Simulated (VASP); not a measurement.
WS2, 3 atoms in the cell. The cell holds a slab with vacuum, 3 atoms: a = 3.160 Å, b = 3.160 Å, c = 21.125 Å, α = 90.00°, β = 90.00°, γ = 120.00°. 

* Program: VASP 6.6.1
* Task: band structure
* Functional: r2SCAN
* Potentials or basis: VASP PAW PBE potentials, release 64 (S, W_sv)
* Cutoff: 520 eV
* k mesh: 12 × 12 × 1
* Occupations: gaussian, width 0.03 eV
* Spin: no spin polarisation
* Dipole correction: yes
* Further INCAR settings: ALGO = Normal; EDIFF = 1e-06; NBANDS = 20

Potentials or basis: VASP PAW PBE potentials, release 64 (S, W_sv).

The run is started by

```console
$ cat potpaw_PBE.64/S/POTCAR potpaw_PBE.64/W_sv/POTCAR > POTCAR
$ mpirun -np 2 vasp_std > vasp.out
```

Hardware: 2 MPI ranks on Intel(R) Xeon(R) 6975P-C (Granite Rapids), with other jobs on the host.

Problem. Estimate the wall time of this run.

Solution. It took 5 min on 2 MPI ranks on Intel(R) Xeon(R) 6975P-C (Granite Rapids), with other jobs on the host, peak memory 0.38 GiB a rank. Counts: scf iterations 90, k points 19.
